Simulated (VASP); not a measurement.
Consider the following.

```
WSi2
1.0
   -1.61882     1.61882     3.94065
    1.61882    -1.61882     3.94065
    1.61882     1.61882    -3.94065
Si W
2 1
Direct
  0.66531   0.66531   0.00000
  0.33469   0.33469   0.00000
  0.00000   0.00000   0.00000
```

Calculation: PW91 GGA, VASP's PBE PAW potentials (set 64) (plane waves; VASP). Settings: 520 eV cut-off, 15×15×15 Γ-centred mesh, tetrahedra with Blöchl corrections, potentials Si W_sv.

Unless said otherwise, spin-orbit coupling is left out, though it shifts the bands of the heavy elements here.

**Question.** Estimate the energy per atom (σ→0), band gap (on the k-mesh) with the smallest direct gap where there is one.

**Answer.** 
| Quantity | Result |
|---|---|
| band gap (on the k-mesh) | none (metal, semimetal or under 0.01 eV) |
| energy per atom (σ→0) | -8.187 eV/atom |

The compound is WSi2 in the MoSi2 type structure. It was relaxed first.
